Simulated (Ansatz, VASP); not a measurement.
## Cross-check of Ir (Ir wire along [100], 13 atoms a period) between VASP and Ansatz

One calculation is typed for both programs; each brings its own data sets. How far apart do they land? Of the first pair: The structure shown is the start of the Ansatz relaxation below; VASP solves that cell, so the two are compared at the walk's first step.

Calculated with Ansatz 0.2.0; plane waves, with VASP 6.6.1 beside it; single point at PBE.

## 1. Starting point

The cell holds 13 atoms: 13 Ir. Cell: a = 14.540 Å, b = 14.540 Å, c = 3.870 Å, α = 90.0°, β = 90.0°, γ = 90.0°. Vacuum lies along a and b. The structure's axis is c.

## 2. Ansatz: relaxation, PBE

Ansatz runs on its PAW soft_1 files.

The two programs are compared at the cell with which this relaxation starts, whose forces are those of its first step.

File input.yaml:

```yaml
crystal:
  lattice:
    - [14.54, 0.0, 0.0]
    - [0.0, 14.54, 0.0]
    - [0.0, 0.0, 3.87]
  atoms:
    - { symbol: Ir, position: [0.233837689, 0.5, 0.0] }
    - { symbol: Ir, position: [0.366918845, 0.366918845, 0.0] }
    - { symbol: Ir, position: [0.366918845, 0.633081155, 0.0] }
    - { symbol: Ir, position: [0.5, 0.233837689, 0.0] }
    - { symbol: Ir, position: [0.5, 0.5, 0.0] }
    - { symbol: Ir, position: [0.5, 0.766162311, 0.0] }
    - { symbol: Ir, position: [0.633081155, 0.366918845, 0.0] }
    - { symbol: Ir, position: [0.633081155, 0.633081155, 0.0] }
    - { symbol: Ir, position: [0.766162311, 0.5, 0.0] }
    - { symbol: Ir, position: [0.366918845, 0.5, 0.5] }
    - { symbol: Ir, position: [0.5, 0.366918845, 0.5] }
    - { symbol: Ir, position: [0.5, 0.633081155, 0.5] }
    - { symbol: Ir, position: [0.633081155, 0.5, 0.5] }
kpoints:
  mp_grid: { grid: [1, 1, 21] }
scf:
  occupations: { method: fermi_dirac, width: 0.05 }
hamiltonian:
  xc: pbe
  pseudopotentials: { kind: paw, azcp: { folder: soft_1 } }
relax:
  cell: { fix: [a, b, alpha, beta, gamma] }
  max_steps: 45
  f_tol: 0.03
```

Run with:

```
> ansatz run input.yaml --threads 4 --pin off --max-ram 16384MiB --backend cpu --events-out ev --progress --plain --runs-dir out
```

Numbers of over 12 decimals in the logs are rounded to 6 here.

The program printed:

```text
Engine: ansatz 0.2.0, aarch64-unknown-linux-gnu
Pseudopotentials: kind: paw
Pseudopotential: Ir, paw, valence charge 17, recommended cutoff 420 eV (normal), soft_1/Ir.paw.azcp
Functional definition: PBE
  parameter kappa = 0.804
  parameter beta = 0.066725
  exchange = pbe_x(kappa = kappa, mu = beta*pi^2/3)
  correlation = pbe_c(beta = beta)
Crystal: 13 atoms, lattice volume = 818.163 Å³
Basis set: ecut = 420 eV, 16025 PW (Γ), exchange–correlation on 200×200×54 points (8 copies of the dense FFT grid, shifted against one another)
Bands: 133, of which v1, the nominal top of the filled ones, is band 111 counted from 1 (110 counted from 0)
Symmetry: 16 space group operations
Space group: P4/mmm (ITA 123), of the structure as read, at distance tolerance 9.4e-5 Å
k-points: 11 of 21
Non-local potential: Ir, projectors of the file, l = 0: 3, l = 1: 2, l = 2: 2, l = 3: 1
PAW form: soft (Blöchl's): semilocal exchange-correlation on the pseudo side does not see the compensation charge
PAW one-centre angular grid: Ir, 590 points (default); XC on 64 Gauss nodes
Initial density: superposition of atomic densities (neutral atoms: chi_scale 0, normalization atom)
Initial wavefunctions: pseudopotential atomic-orbital guess
Functional: x = pbe(κ = 0.804, μ = 0.219515), c = pbe(β = 0.066725)
SCF iter   1: F=—  HF=-155160.844708 eV  |F-HF|=—  |Δ(HF+E_count)|=         —  Δρ=3.47e-2  dr2=1.91e1  ethr=3.10e-3  ⟨swp⟩=8.3  Hψ=6245  notcnv=0  defer=4
preconditioner: auto → LDOS  [metal: Δε(μ)=0.018 eV  Ē_g=4.825 eV  σ=0.050 eV  W_gap=0.09  n_scr=154 (ndim 8)  ℏωp=14.0 eV  f_vac=0.618  D(μ)=20.39/eV (n_scr^D=142)  β→1.0]
SCF iter   2: F=—  HF=-155160.215460 eV  |F-HF|=—  |Δ(HF+E_count)|=   6.29e-1  Δρ=3.68e-2  dr2=2.30e1  ethr=3.10e-3  ⟨swp⟩=3.9  Hψ=3774  notcnv=0  defer=43
SCF iter   3: F=—  HF=-155156.210786 eV  |F-HF|=—  |Δ(HF+E_count)|=    4.00e0  Δρ=6.66e-3  dr2=6.12e-1  ethr=3.10e-3  ⟨swp⟩=4.2  Hψ=3776  notcnv=0  defer=33
SCF iter   4: F=—  HF=-155156.166256 eV  |F-HF|=—  |Δ(HF+E_count)|=   4.45e-2  Δρ=3.35e-3  dr2=2.02e-1  ethr=2.77e-4  ⟨swp⟩=2.1  Hψ=2281  notcnv=0  defer=33
SCF iter   5: F=—  HF=-155156.134684 eV  |F-HF|=—  |Δ(HF+E_count)|=   3.16e-2  Δρ=1.25e-3  dr2=2.34e-2  ethr=9.15e-5  ⟨swp⟩=2.0  Hψ=2416  notcnv=0  defer=37
SCF iter   6: F=—  HF=-155156.133530 eV  |F-HF|=—  |Δ(HF+E_count)|=   1.15e-3  Δρ=5.90e-4  dr2=6.25e-3  ethr=1.06e-5  ⟨swp⟩=2.0  Hψ=2270  notcnv=0  defer=37
SCF iter   7: F=—  HF=-155156.133340 eV  |F-HF|=—  |Δ(HF+E_count)|=   1.91e-4  Δρ=2.89e-4  dr2=1.27e-3  ethr=2.83e-6  ⟨swp⟩=2.0  Hψ=1924  notcnv=0  defer=37
SCF iter   8: F=—  HF=-155156.133254 eV  |F-HF|=—  |Δ(HF+E_count)|=   8.58e-5  Δρ=1.23e-4  dr2=3.22e-4  ethr=5.75e-7  ⟨swp⟩=2.0  Hψ=1999  notcnv=0  defer=37
SCF iter   9: F=—  HF=-155156.133240 eV  |F-HF|=—  |Δ(HF+E_count)|=   1.34e-5  Δρ=2.83e-5  dr2=2.53e-5  ethr=1.46e-7  ⟨swp⟩=1.9  Hψ=1646  notcnv=0  defer=37
SCF iter  10: F=—  HF=-155156.131483 eV  |F-HF|=—  |Δ(HF+E_count)|=   1.76e-3  Δρ=1.22e-5  dr2=5.09e-6  ethr=1.14e-8  ⟨swp⟩=2.2  Hψ=2040  notcnv=0  defer=37
SCF iter  11: F=—  HF=-155156.131483 eV  |F-HF|=—  |Δ(HF+E_count)|=   2.02e-7  Δρ=4.53e-6  dr2=8.23e-7  ethr=2.30e-9  ⟨swp⟩=1.6  Hψ=1668  notcnv=0  defer=37
SCF iter  12: F=-155156.131483 eV  HF=-155156.131483 eV  |F-HF|=1.72e-8  |Δ(HF+E_count)|=   1.32e-8  Δρ=1.49e-6  dr2=3.45e-8  ethr=4.52e-11  ⟨swp⟩=3.8  Hψ=5857  notcnv=0
SCF 1 converged in 12 iterations: F = -155156.131483 eV  dr2 = 3.45e-8
  greatest PAW one-centre occupation: 1.000 electrons in one spin orbital (limit 2), on the Ir atom at site 4 (counted from 0), in its partial waves of l = 0
relax step   1: F+E_penalty+E_count = -155156.13148339 eV  Δ(F+E_penalty+E_count) = +0.000e0 eV  max|allowed force component| = 3.287e0 eV/Å  Δτ_max = 0.0000 Å  P = -5.757 GPa  Ω = 818.163 Å³  fix = [a, b, alpha, beta, gamma]  reactions: a -6.133, b -6.133 GPa  (12 SCF iters, dr2 threshold 1.00e-7 eV, accepted)
[...]
relax step   5: F+E_penalty+E_count = -155159.04645826 eV  Δ(F+E_penalty+E_count) = -6.027e-2 eV  max|allowed force component| = 7.552e-2 eV/Å  Δτ_max = 0.0419 Å  P = +0.027 GPa  Ω = 828.812 Å³  energy of the carried Pulay correction = -1.082e-3 eV  fix = [a, b, alpha, beta, gamma]  reactions: a +0.067, b +0.067 GPa  (11 SCF iters, accepted)
[...]
relax step   6: F+E_penalty+E_count = -155159.04864040 eV  Δ(F+E_penalty+E_count) = -2.182e-3 eV  max|allowed force component| = 2.087e-2 eV/Å  Δτ_max = 0.0076 Å  P = -0.002 GPa  Ω = 827.675 Å³  energy of the carried Pulay correction = -9.674e-4 eV  fix = [a, b, alpha, beta, gamma]  reactions: a -0.007, b -0.007 GPa  (6 SCF iters, dr2 threshold 3.56e-7 eV, accepted)
[...]
relax step   7: F+E_penalty+E_count = -155159.04981556 eV  Δ(F+E_penalty+E_count) = -1.175e-3 eV  max|allowed force component| = 2.103e-2 eV/Å  Δτ_max = 0.0000 Å  P = +0.000 GPa  Ω = 827.675 Å³  fix = [a, b, alpha, beta, gamma]  reactions: a -0.004, b -0.004 GPa  stress off target by 9.45e-3 GPa on what of the cell is left free  SCF on the basis re-selected at this cell (its energy is not comparable with the rows above)  (8 SCF iters)
basis re-selected at this cell: Δ(F+E_penalty+E_count) = -1.175e-3 eV, ΔP = +0.003 GPa vs the last step (what re-selecting the basis moved, of the pressure what is left beyond the Pulay correction that the steps carried, after the strain that the cell walked since its last selection, with what the two solves' SCF thresholds leave and, on support functions, any second-order correction that the steps lacked; it is no m [...]
SCF converged after 8 iterations
Free energy (F): -155159.049816 eV
Harris-Foulkes:  -155159.049816 eV  (|F-HF|=9.02e-10)
Internal energy: -155158.863229 eV  (E = F + TS)
E sigma→0 (E₀):  -155158.956522 eV
Entropy (-TS):   -0.186587 eV (-14.353 meV/atom)
Fermi energy:    2.374691 eV
--- Per-component energies (eV) ---
  E_band       = -6106.403577
  E_kinetic    = 7017.290594
  E_local      = -154288.160459  (includes V_loc(G=0)·N_el)
  E_nonlocal   = 2485.454627
  E_hartree    = 72822.672644
  E_xc         = -2972.578228
  E_vxc        = -3307.554024  (∫ρ·V_xc dr)
  E_paw        = -120454.180990  (= ΣΔE_a)
  E_vpaw       = -3658.785207  (= ΣTr[D̂ρ^β])
  E_aug_tail   = 0.004742  (compensation charges beyond the density's cutoff)
  E_ewald      = 40230.633840
  E_smearing   = -0.186587  (= −TS)
  E_closure    = -0.000000  (closes the sum)
  Σ components = -155159.049816   (vs F -155159.049816, Δ=0.00e0)
--- Forces (eV/Å), atoms counted from 1 ---
  atom   1  Ir    -0.00904089     0.00000000     0.00000000
  atom   2  Ir     0.02102849     0.02102849     0.00000000
  atom   3  Ir     0.02102849    -0.02102849     0.00000000
  atom   4  Ir    -0.00000000    -0.00904089     0.00000000
  atom   5  Ir     0.00000000    -0.00000000     0.00000000
  atom   6  Ir    -0.00000000     0.00904089     0.00000000
  atom   7  Ir    -0.02102849     0.02102849     0.00000000
  atom   8  Ir    -0.02102849    -0.02102849     0.00000000
  atom   9  Ir     0.00904089     0.00000000     0.00000000
  atom  10  Ir    -0.00409010     0.00000000     0.00000000
  atom  11  Ir    -0.00000000    -0.00409010     0.00000000
  atom  12  Ir    -0.00000000     0.00409010     0.00000000
  atom  13  Ir     0.00409010     0.00000000     0.00000000
  max |Σ_I F_I| component: 4.34e-18 eV/Å
--- Stress (GPa, compression-positive) ---
       -0.004241       0.000000       0.000000
        0.000000      -0.004241       0.000000
        0.000000       0.000000       0.009451
  P = ⅓ Tr σ = 0.0003 GPa (0.003 kbar)
--- Relaxed structure (6 steps of the walk, 5 accepted, 1 SCFs on fresh bases) ---
  F+E_penalty+E_count = -155159.04981556 eV   max|allowed force component| = 2.103e-2 eV/Å   (the final SCF, on the basis selected at the relaxed cell)
  cell:  # Å, volume = 827.6751 Å³
    - [14.54, 0.0, 0.0]
    - [0.0, 14.54, 0.0]
    - [0.0, 0.0, 3.914994]
  atoms:
    - { symbol: Ir, position: [0.253049, 0.5, 0.0] }
    - { symbol: Ir, position: [0.375221, 0.375221, 0.0] }
    - { symbol: Ir, position: [0.375221, 0.624779, 0.0] }
    - { symbol: Ir, position: [0.5, 0.253049, 0.0] }
    - { symbol: Ir, position: [0.5, 0.5, 0.0] }
    - { symbol: Ir, position: [0.5, 0.746951, 0.0] }
    - { symbol: Ir, position: [0.624779, 0.375221, 0.0] }
    - { symbol: Ir, position: [0.624779, 0.624779, 0.0] }
    - { symbol: Ir, position: [0.746951, 0.5, 0.0] }
    - { symbol: Ir, position: [0.362972, 0.5, 0.500000] }
    - { symbol: Ir, position: [0.5, 0.362972, 0.500000] }
    - { symbol: Ir, position: [0.5, 0.637028, 0.500000] }
    - { symbol: Ir, position: [0.637028, 0.5, 0.500000] }
```

Reading the cycles: dr2 is the Hartree energy of the density residual (eV), the measure of convergence; HF is the Harris–Foulkes estimate of the energy, which meets the free energy F at convergence.

[end of part 1 of 2]

[Lines on the potential files, build, host, timing and source positions are cut from VASP's logs without a mark.]

[Logs are printed without paths, hosts, clocks, repeated set-up lines and the standing remarks that a program may print on its own settings, such as how far it seeks lower states.]

[Hosts, paths, dates, database ids (printed as entryN), source tags and the programs' standing remarks are cut or masked in the printed files.]
